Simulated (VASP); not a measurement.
# TiO2 (Rutile): GW quasiparticle gap, part 4 of 4

How does the gap of TiO2 (Rutile) change from the starting functional to GW? The cell is of the rutile type, one of the forms listed for this formula. The start is a cell from a database of measured crystal structures.

VASP 6.6.1, plane waves and PAW; the level of theory is named at each step.

Still holding for the runs below: This run has no spin polarisation, although Ti can carry a moment.

So far, quasiparticle gap on the mesh (eV): step 3 (G0W0, ENCUTGW 70, bands in the sums 88) 3.55; step 5 (G0W0, ENCUTGW 85, bands in the sums 112) 3.45; step 7 (G0W0, ENCUTGW 100, bands in the sums 144) 3.40; step 9 (G0W0, ENCUTGW 120, bands in the sums 192) 3.35.

## (11) G0W0, ENCUTGW 140, bands in the sums 240

This step: G0W0 on PBE, no spin polarisation; plane waves and PAW (Ti_sv_GW, O_GW) (VASP 6.6.1).

ENCUTGW rises to 140 eV and the bands with it, to about the number of plane waves under that cutoff.

Contents of INCAR:

```
SYSTEM = TiO2
PREC = Accurate
ENCUT = 440
ISMEAR = 0
SIGMA = 0.01
LREAL = .FALSE.
GGA = PE
NBANDS = 240
LASPH = .TRUE.
ALGO = EVGW0
NELMGW = 1
ENCUTGW = 140
NOMEGA = 64
PRECFOCK = Fast
NBANDSGW = 32
LWAVE = .FALSE.
LCHARG = .FALSE.
```

Contents of POSCAR:

```
TiO2
1.0
    4.5922000000      0.0000000000      0.0000000000
    0.0000000000      4.5922000000      0.0000000000
    0.0000000000      0.0000000000      2.9574000000
Ti O
2 4
Direct
    0.5000000000      0.5000000000      0.5000000000
    0.0000000000      0.0000000000      0.0000000000
    0.8049600000      0.1950400000      0.5000000000
    0.6950400000      0.6950400000      0.0000000000
    0.1950400000      0.8049600000      0.5000000000
    0.3049600000      0.3049600000      0.0000000000
```

Contents of KPOINTS:

```
Automatic mesh
0
Gamma
4 4 4
0 0 0
```

Potentials, in the order of the species: Ti_sv_GW and O_GW (PBE family, release 64).

Launch:

```console
$ mpirun -np 8 vasp_std
```

The program printed:

```text
[banner, memory and clock lines left out]
running    8 mpi-ranks, on    1 nodes
[...]
[... a notice as in an earlier step ...]

|                                                                             |
|           W    W    AA    RRRRR   N    N  II  N    N   GGGG   !!!           |
|           W    W   A  A   R    R  NN   N  II  NN   N  G    G  !!!           |
|           W    W  A    A  R    R  N N  N  II  N N  N  G       !!!           |
|           W WW W  AAAAAA  RRRRR   N  N N  II  N  N N  G  GGG   !            |
|           WW  WW  A    A  R   R   N   NN  II  N   NN  G    G                |
|           W    W  A    A  R    R  N    N  II  N    N   GGGG   !!!           |
|                                                                             |
|     The default for ENCUTGWSOFT is different in this version of VASP.       |
|     please manually set ENCUTGWSOFT =140 in the INCAR file.                 |
|                                                                             |

[...]
total number of BLAS operations       7239.77 Gflops
NQ=  14    0.2500    0.0000    0.5000,
|.........|.........|.........|.........|.........|.........|.........|.........
 performed      18133000 updates of chi_q(r,r)
 total number of BLAS operations       7880.31 Gflops
NQ=  15    0.5000    0.0000    0.5000,
|.........|.........|.........|.........|.........|.........|.........|.........
 performed      19257000 updates of chi_q(r,r)
 total number of BLAS operations       8398.41 Gflops
NQ=  16    0.2500    0.2500    0.5000,
|.........|.........|.........|.........|.........|.........|.........|.........
 performed      20473000 updates of chi_q(r,r)
 total number of BLAS operations       8940.45 Gflops
NQ=  17    0.5000    0.2500    0.5000,
|.........|.........|.........|.........|.........|.........|.........|.........
 performed      21935000 updates of chi_q(r,r)
 total number of BLAS operations       9591.99 Gflops
NQ=  18    0.5000    0.5000    0.5000,
|.........|.........|.........|.........|.........|.........|.........|.........
 performed      22875000 updates of chi_q(r,r)
 total number of BLAS operations      10025.16 Gflops
 resolving degeneracies of screened two electron integrals

 calculate QP shifts <psi_nk| G(iteration)W_0 |psi_nk>: iteration 1
 entering main loop
[key lines of the parts left out:]
E-fermi :   5.7821
```

Run time: 6.5 min. Hardware: 8 MPI ranks of Intel Xeon Platinum 8375C at 2.90GHz (Ice Lake), shared host; peak memory 2.4 GiB.

OUTCAR, selected parts (step 11):

```text
 QP shifts <psi_nk| G(iteration)W_0 |psi_nk>: iteration 1
 for sc-GW calculations column KS-energies equals QP-energies in previous step
 and V_xc(KS)=  KS-energies - (<T + V_ion + V_H > + <T+V_H+V_ion>^1  + <V_x>^1)
 k-point   1 :       0.0000    0.0000    0.0000
  band No.  KS-energies  QP-energies   sigma(KS)   V_xc(KS)     V^pw_x(r,r')   Z            occupation Imag(sigma)
    ...
     21       4.1372       3.8902     -20.8661     -20.5236     -25.3393       0.7212       2.0000       0.2709
     22       4.3940       4.2378     -20.6109     -20.3937     -24.9803       0.7188       2.0000       0.2696
     23       4.3940       4.2378     -20.6109     -20.3937     -24.9803       0.7188       2.0000       0.2696
     24       4.8420       4.6981     -20.3605     -20.1569     -24.8998       0.7067       2.0000       0.2881
     25       6.7222       8.0949     -17.6722     -19.5936     -11.2112       0.7144       0.0000      -0.3228
     26       7.0306       8.3203     -17.4704     -19.2732     -11.2766       0.7154       0.0000      -0.3191
     27       7.2580       8.5825     -18.0023     -19.9102     -11.3917       0.6942       0.0000      -0.3527
     28       7.3492       8.7294     -18.2601     -20.2413     -11.4264       0.6966       0.0000      -0.3584
    ...

[... 1 part as in an earlier step ...]

[... 2 further parts left out ...]
[key lines of the parts left out:]
E-fermi :   5.7821
```

The gap is now 3.332 eV, -22 meV against the GW run before.

## (12) Empty bands

This step: PBE, no spin polarisation; plane waves and PAW (Ti_sv_GW, O_GW) (VASP 6.6.1).

The empty bands are made again, for the run that follows.

Contents of INCAR:

```
SYSTEM = TiO2
PREC = Accurate
ENCUT = 440
ISMEAR = 0
SIGMA = 0.01
LREAL = .FALSE.
GGA = PE
NBANDS = 304
LASPH = .TRUE.
ALGO = Exact
NELM = 1
LWAVE = .TRUE.
LCHARG = .FALSE.
LOPTICS = .TRUE.
NEDOS = 1000
CSHIFT = 0.1
```

POSCAR is that of step 11.

KPOINTS is that of step 11.

Launch:

```console
$ mpirun -np 8 vasp_std
```

The program printed:

```text
[banner, memory and clock lines left out]
running    8 mpi-ranks, on    1 nodes
[...]
[... a notice as in an earlier step ...]

 LDA part: xc-table for (Slater+PW92), standard interpolation
 found WAVECAR, reading the header
  number of bands has changed, file:    30 present:   304
  trying to continue reading WAVECAR, but it might fail
 POSCAR, INCAR and KPOINTS ok, starting setup
[...]
reading WAVECAR
 random initialization beyond band           30
 the WAVECAR file was read successfully
 initial charge from wavefunction
 entering main loop
       N       E                     dE             d eps       ncg     rms          rms(c)
DIA:   1    -0.582075834724E+02   -0.58208E+02    0.00000E+00     0   0.000E+00
   1 F= -.58207583E+02 E0= -.58207583E+02  d E =-.122122E-27
 writing wavefunctions
 optical routines
 imaginary and real dielectric function
 recalculating local potential from charge density
 direction            1
 direction            2
 direction            3
```

Run time: 23 s. Hardware: 8 MPI ranks; peak memory 2 GiB.

Parts of OUTCAR (step 12):

```text
  Total        0.5018788      0.5018788      0.3815841      0.0000000      0.0000000      0.0000000
  in kB       12.8931124     12.8931124      9.8027798      0.0000000      0.0000000      0.0000000
  external PRESSURE =      11.8630016 kB  Pullay stress =       0.0000000 kB

  FREE ENERGIE OF THE ION-ELECTRON SYSTEM (eV)
  ---------------------------------------------------
  free  energy   TOTEN  =       -58.2075834724 eV

  energy  without entropy=      -58.2075834724  energy(sigma->0) =      -58.20758347

[... 2 parts as in an earlier step ...]

[... 2 further parts left out ...]
[key lines of the parts left out:]
E-fermi :   4.9162
```

WAVECAR now holds 304 bands for 48 electrons.

## (13) G0W0, ENCUTGW 165, bands in the sums 304

This step: G0W0 on PBE, no spin polarisation; plane waves and PAW (Ti_sv_GW, O_GW) (VASP 6.6.1).

ENCUTGW rises to 165 eV and the bands with it, to about the number of plane waves under that cutoff.

Contents of INCAR:

```
SYSTEM = TiO2
PREC = Accurate
ENCUT = 440
ISMEAR = 0
SIGMA = 0.01
LREAL = .FALSE.
GGA = PE
NBANDS = 304
LASPH = .TRUE.
ALGO = EVGW0
NELMGW = 1
ENCUTGW = 165
NOMEGA = 64
PRECFOCK = Fast
NBANDSGW = 32
LWAVE = .FALSE.
LCHARG = .FALSE.
```

POSCAR is that of step 12.

KPOINTS is that of step 12.

Launch:

```console
$ mpirun -np 8 vasp_std
```

The program printed:

```text
[banner, memory and clock lines left out]
running    8 mpi-ranks, on    1 nodes
[...]
[... a notice as in an earlier step ...]

|                                                                             |
|           W    W    AA    RRRRR   N    N  II  N    N   GGGG   !!!           |
|           W    W   A  A   R    R  NN   N  II  NN   N  G    G  !!!           |
|           W    W  A    A  R    R  N N  N  II  N N  N  G       !!!           |
|           W WW W  AAAAAA  RRRRR   N  N N  II  N  N N  G  GGG   !            |
|           WW  WW  A    A  R   R   N   NN  II  N   NN  G    G                |
|           W    W  A    A  R    R  N    N  II  N    N   GGGG   !!!           |
|                                                                             |
|     The default for ENCUTGWSOFT is different in this version of VASP.       |
|     please manually set ENCUTGWSOFT =165 in the INCAR file.                 |
|                                                                             |

[...]
total number of BLAS operations      15348.75 Gflops
NQ=  14    0.2500    0.0000    0.5000,
|.........|.........|.........|.........|.........|.........|.........|.........
 performed      23240000 updates of chi_q(r,r)
 total number of BLAS operations      16678.59 Gflops
NQ=  15    0.5000    0.0000    0.5000,
|.........|.........|.........|.........|.........|.........|.........|.........
 performed      24683000 updates of chi_q(r,r)
 total number of BLAS operations      17802.98 Gflops
NQ=  16    0.2500    0.2500    0.5000,
|.........|.........|.........|.........|.........|.........|.........|.........
 performed      26243000 updates of chi_q(r,r)
 total number of BLAS operations      18882.10 Gflops
NQ=  17    0.5000    0.2500    0.5000,
|.........|.........|.........|.........|.........|.........|.........|.........
 performed      28114000 updates of chi_q(r,r)
 total number of BLAS operations      20302.69 Gflops
NQ=  18    0.5000    0.5000    0.5000,
|.........|.........|.........|.........|.........|.........|.........|.........
 performed      29324000 updates of chi_q(r,r)
 total number of BLAS operations      21197.55 Gflops
 resolving degeneracies of screened two electron integrals

 calculate QP shifts <psi_nk| G(iteration)W_0 |psi_nk>: iteration 1
 entering main loop
[key lines of the parts left out:]
E-fermi :   5.7821
```

It took 8.7 min on 8 MPI ranks; peak memory 2.9 GiB.

From OUTCAR (step 13):

```text
 QP shifts <psi_nk| G(iteration)W_0 |psi_nk>: iteration 1
 for sc-GW calculations column KS-energies equals QP-energies in previous step
 and V_xc(KS)=  KS-energies - (<T + V_ion + V_H > + <T+V_H+V_ion>^1  + <V_x>^1)
 k-point   1 :       0.0000    0.0000    0.0000
  band No.  KS-energies  QP-energies   sigma(KS)   V_xc(KS)     V^pw_x(r,r')   Z            occupation Imag(sigma)
    ...
     21       4.1372       3.8113     -20.9765     -20.5236     -25.3393       0.7198       2.0000       0.2716
     22       4.3940       4.1608     -20.7188     -20.3937     -24.9803       0.7172       2.0000       0.2708
     23       4.3940       4.1608     -20.7188     -20.3937     -24.9803       0.7172       2.0000       0.2708
     24       4.8420       4.6249     -20.4650     -20.1569     -24.8998       0.7049       2.0000       0.2893
     25       6.7222       8.0116     -17.7866     -19.5936     -11.2112       0.7136       0.0000      -0.3307
     26       7.0306       8.2391     -17.5822     -19.2732     -11.2766       0.7146       0.0000      -0.3259
     27       7.2580       8.5030     -18.1216     -19.9102     -11.3917       0.6961       0.0000      -0.3619
     28       7.3492       8.6404     -18.3820     -20.2413     -11.4264       0.6944       0.0000      -0.3671
    ...

[... 1 part as in an earlier step ...]

[... 2 further parts left out ...]
[key lines of the parts left out:]
E-fermi :   5.7821
```

The gap is now 3.324 eV, -8 meV against the GW run before.

## (14) Empty bands

This step: PBE, no spin polarisation; plane waves and PAW (Ti_sv_GW, O_GW) (VASP 6.6.1).

The empty bands are made again, for the run that follows.

Contents of INCAR:

```
SYSTEM = TiO2
PREC = Accurate
ENCUT = 440
ISMEAR = 0
SIGMA = 0.01
LREAL = .FALSE.
GGA = PE
NBANDS = 376
LASPH = .TRUE.
ALGO = Exact
NELM = 1
LWAVE = .TRUE.
LCHARG = .FALSE.
LOPTICS = .TRUE.
NEDOS = 1000
CSHIFT = 0.1
```

POSCAR is that of step 13.

KPOINTS is that of step 13.

Launch:

```console
$ mpirun -np 8 vasp_std
```

The program printed:

```text
[banner, memory and clock lines left out]
running    8 mpi-ranks, on    1 nodes
[...]
[... a notice as in an earlier step ...]

 LDA part: xc-table for (Slater+PW92), standard interpolation
 found WAVECAR, reading the header
  number of bands has changed, file:    30 present:   376
  trying to continue reading WAVECAR, but it might fail
 POSCAR, INCAR and KPOINTS ok, starting setup
[...]
reading WAVECAR
 random initialization beyond band           30
 the WAVECAR file was read successfully
 initial charge from wavefunction
 entering main loop
       N       E                     dE             d eps       ncg     rms          rms(c)
[... 1 cycle as in an earlier step ...]
   1 F= -.58207583E+02 E0= -.58207583E+02  d E =-.353450E-42
 writing wavefunctions
 optical routines
 imaginary and real dielectric function
 recalculating local potential from charge density
 direction            1
 direction            2
 direction            3
```

Run time: 19 s. Hardware: 8 MPI ranks; peak memory 2 GiB.

OUTCAR, selected parts (step 14):

```text
  Total        0.5018788      0.5018788      0.3815842      0.0000000      0.0000000      0.0000000
  in kB       12.8931123     12.8931123      9.8027801      0.0000000      0.0000000      0.0000000
  external PRESSURE =      11.8630016 kB  Pullay stress =       0.0000000 kB

 POSITION                                       TOTAL-FORCE (eV/Angst)
 -----------------------------------------------------------------------------------
      2.29610      2.29610      1.47870         0.000000      0.000000     -0.000000
      0.00000      0.00000      0.00000         0.000000      0.000000     -0.000000
      3.69654      0.89566      1.47870        -0.071695      0.071695      0.000000
      3.19176      3.19176      0.00000         0.071695      0.071695      0.000000
      0.89566      3.69654      1.47870         0.071695     -0.071695     -0.000000
      1.40044      1.40044      0.00000        -0.071695     -0.071695     -0.000000
 -----------------------------------------------------------------------------------
    total drift:                                0.000000     -0.000000     -0.000000

[... 3 parts as in an earlier step ...]

[... 2 further parts left out ...]
[key lines of the parts left out:]
E-fermi :   4.9361
```

WAVECAR now holds 376 bands for 48 electrons.

## (15) G0W0, ENCUTGW 190, bands in the sums 376

This step: G0W0 on PBE, no spin polarisation; plane waves and PAW (Ti_sv_GW, O_GW) (VASP 6.6.1).

ENCUTGW rises to 190 eV and the bands with it, to about the number of plane waves under that cutoff.

Contents of INCAR:

```
SYSTEM = TiO2
PREC = Accurate
ENCUT = 440
ISMEAR = 0
SIGMA = 0.01
LREAL = .FALSE.
GGA = PE
NBANDS = 376
LASPH = .TRUE.
ALGO = EVGW0
NELMGW = 1
ENCUTGW = 190
NOMEGA = 64
PRECFOCK = Fast
NBANDSGW = 32
LWAVE = .FALSE.
LCHARG = .FALSE.
```

POSCAR is that of step 14.

KPOINTS is that of step 14.

Launch:

```console
$ mpirun -np 8 vasp_std
```

The program printed:

```text
[banner, memory and clock lines left out]
running    8 mpi-ranks, on    1 nodes
[...]
[... a notice as in an earlier step ...]

|                                                                             |
|           W    W    AA    RRRRR   N    N  II  N    N   GGGG   !!!           |
|           W    W   A  A   R    R  NN   N  II  NN   N  G    G  !!!           |
|           W    W  A    A  R    R  N N  N  II  N N  N  G       !!!           |
|           W WW W  AAAAAA  RRRRR   N  N N  II  N  N N  G  GGG   !            |
|           WW  WW  A    A  R   R   N   NN  II  N   NN  G    G                |
|           W    W  A    A  R    R  N    N  II  N    N   GGGG   !!!           |
|                                                                             |
|     The default for ENCUTGWSOFT is different in this version of VASP.       |
|     please manually set ENCUTGWSOFT =190 in the INCAR file.                 |
|                                                                             |

[...]
total number of BLAS operations      29520.38 Gflops
NQ=  14    0.2500    0.0000    0.5000,
|.........|.........|.........|.........|.........|.........|.........|.........
 performed      28992000 updates of chi_q(r,r)
 total number of BLAS operations      32102.81 Gflops
NQ=  15    0.5000    0.0000    0.5000,
|.........|.........|.........|.........|.........|.........|.........|.........
 performed      30795000 updates of chi_q(r,r)
 total number of BLAS operations      34014.21 Gflops
NQ=  16    0.2500    0.2500    0.5000,
|.........|.........|.........|.........|.........|.........|.........|.........
 performed      32742000 updates of chi_q(r,r)
 total number of BLAS operations      36193.65 Gflops
NQ=  17    0.5000    0.2500    0.5000,
|.........|.........|.........|.........|.........|.........|.........|.........
 performed      35074000 updates of chi_q(r,r)
 total number of BLAS operations      38776.08 Gflops
NQ=  18    0.5000    0.5000    0.5000,
|.........|.........|.........|.........|.........|.........|.........|.........
 performed      36588000 updates of chi_q(r,r)
 total number of BLAS operations      40346.31 Gflops
 resolving degeneracies of screened two electron integrals

 calculate QP shifts <psi_nk| G(iteration)W_0 |psi_nk>: iteration 1
 entering main loop
[key lines of the parts left out:]
E-fermi :   5.7821
```

Elapsed: 12 min, on 8 MPI ranks; peak memory 3.6 GiB; 1.6 h of CPU time.

From OUTCAR (step 15):

```text
 QP shifts <psi_nk| G(iteration)W_0 |psi_nk>: iteration 1
 for sc-GW calculations column KS-energies equals QP-energies in previous step
 and V_xc(KS)=  KS-energies - (<T + V_ion + V_H > + <T+V_H+V_ion>^1  + <V_x>^1)
 k-point   1 :       0.0000    0.0000    0.0000
  band No.  KS-energies  QP-energies   sigma(KS)   V_xc(KS)     V^pw_x(r,r')   Z            occupation Imag(sigma)
    ...
     21       4.1372       3.7431     -21.0719     -20.5236     -25.3393       0.7189       2.0000       0.2723
     22       4.3940       4.0956     -20.8105     -20.3937     -24.9803       0.7159       2.0000       0.2716
     23       4.3940       4.0956     -20.8105     -20.3937     -24.9803       0.7159       2.0000       0.2716
     24       4.8420       4.5630     -20.5536     -20.1569     -24.8998       0.7035       2.0000       0.2901
     25       6.7222       7.9415     -17.8829     -19.5936     -11.2112       0.7127       0.0000      -0.3362
     26       7.0306       8.1747     -17.6705     -19.2732     -11.2766       0.7138       0.0000      -0.3311
     27       7.2580       8.4275     -18.2220     -19.9102     -11.3917       0.6927       0.0000      -0.3682
     28       7.3492       8.5664     -18.4845     -20.2413     -11.4264       0.6929       0.0000      -0.3736
    ...

[... 1 part as in an earlier step ...]

[... 2 further parts left out ...]
[key lines of the parts left out:]
E-fermi :   5.7821
```

The gap is now 3.318 eV, -6 meV against the GW run before.

## (16) Summary

This step: GW series: G0W0 on PBE; plane waves and PAW (VASP 6.6.1).

Derived from the runs above.

This step gave:

* gap extrapolated to a complete basis: 3.294 eV
* direct gap extrapolated to a complete basis: 3.347 eV

G0W0 on a 4x4x4 mesh; cost is wall time times ranks on a shared host, with the step that makes the empty bands but not the self-consistent start. G0W0 series:

| response cutoff ENCUTGW (eV) | bands | quasiparticle gap (eV) | direct quasiparticle gap (eV) | cost (core minutes) |
| --- | --- | --- | --- | --- |
| 70 | 88 | 3.549 | 3.629 | 26.91 |
| 85 | 112 | 3.449 | 3.519 | 34.15 |
| 100 | 144 | 3.396 | 3.469 | 43.61 |
| 120 | 192 | 3.354 | 3.424 | 43.4 |
| 140 | 240 | 3.333 | 3.397 | 54.25 |
| 165 | 304 | 3.325 | 3.387 | 72.41 |
| 190 | 376 | 3.318 | 3.378 | 98.57 |

## (17) Results

| Item | Value |
| --- | --- |
| G0W0 on PBE, 376 bands, ENCUTGW 190 eV, NOMEGA 64, mesh 4×4×4 | 1.880 → 3.318 eV |
| G0W0 on PBE, 88 bands, ENCUTGW 70 eV, NOMEGA 64, mesh 4×4×4 | 1.880 → 3.549 eV |
| gap at a complete basis (linear in ENCUTGW^-3/2) | 3.29 eV |

What this shows: G0W0 gives a quasiparticle gap of 3.318 eV on the mesh, 1.44 eV over the PBE gap on the same mesh. The steps of the series move the gap by -100, -53, -42, -22, -8, -6 meV; the last costs 1.4 times the one before. The last step lies within a tolerance of 30 meV, picked for this account, and the last two together move the gap by -14 meV. Extrapolated from the last three points to a complete basis, the gap is 3.29 eV, -24 meV from the dearest run. The extrapolation removes the error of the response basis alone, at this mesh, ENCUT and data set. Not tabulated here, as repeats of values shown or as unfit to read for their mesh, reference level or band range: eps2 curves (empty bands); eps1 curves and static values (empty bands); gaps (empty bands).

[Lines on the potential files, build, host, timing and source positions are cut from VASP's logs without a mark.]

[Logs are printed without paths, hosts, clocks, repeated set-up lines and the standing remarks that a program may print on its own settings, such as how far it seeks lower states.]

[Hosts, paths, dates, database ids (printed as entryN), source tags and the programs' standing remarks are cut or masked in the printed files.]

[Pressures printed for these runs are not shown converged in the cutoff: they can be off by several GPa and have the wrong sign.]
